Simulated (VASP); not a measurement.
Given:

```yaml
crystal:
  lattice:
    - [5.72339, 0.00000, 0.00000]
    - [0.00000, 5.72339, 0.00000]
    - [0.00000, 0.00000, 5.72339]
  atoms:
    - { symbol: Si, position: [0.00000, 0.00000, 0.00000] }
    - { symbol: Si, position: [0.50000, 0.50000, 0.00000] }
    - { symbol: Si, position: [0.00000, 0.50000, 0.50000] }
    - { symbol: Si, position: [0.50000, 0.00000, 0.50000] }
    - { symbol: S, position: [0.34717, 0.34717, 0.34717] }
    - { symbol: S, position: [0.84717, 0.15283, 0.65283] }
    - { symbol: S, position: [0.65283, 0.84717, 0.15283] }
    - { symbol: S, position: [0.15283, 0.65283, 0.84717] }
    - { symbol: S, position: [0.65283, 0.65283, 0.65283] }
    - { symbol: S, position: [0.15283, 0.84717, 0.34717] }
    - { symbol: S, position: [0.34717, 0.15283, 0.84717] }
    - { symbol: S, position: [0.84717, 0.34717, 0.15283] }
```

Computed with r2SCAN meta-GGA, VASP's PBE PAW potentials (set 64) (plane waves; VASP). Run with 400 eV cut-off, 6×6×6 Γ-centred mesh, tetrahedra with Blöchl corrections, potentials Si S.

Problem. Give the energies of bands 24 to 37 at the high-symmetry points, in eV from the Fermi level.

Solution. 
```tsv
band	Γ	X	M	R	X1
24	-3.12	-3.25	-4.01	-3.20	-3.25
25	-3.12	-3.07	-2.62	-3.07	-3.07
26	-2.79	-3.07	-2.62	-3.07	-3.07
27	-2.51	-1.90	-2.62	-3.07	-1.90
28	-2.11	-1.90	-2.62	-3.07	-1.90
29	-2.11	-1.32	-1.16	-2.34	-1.32
30	-0.44	-1.32	-1.16	-2.34	-1.32
31	0.00	-0.29	-1.16	-2.34	-0.29
32	0.00	-0.29	-1.16	-2.34	-0.29
33	0.00	1.28	1.31	1.91	1.28
34	3.35	1.28	1.31	1.91	1.28
35	3.35	1.53	1.31	1.91	1.53
36	3.35	1.53	1.31	1.91	1.53
37	3.53	2.90	3.61	3.40	2.90
```

It has no gap at this level: it comes out as a metal or semimetal.

The structure was generated: SiS2 was put into the pyrite type (Pa-3), which need not be its known phase. It was relaxed first, which changed the volume by +20 %.
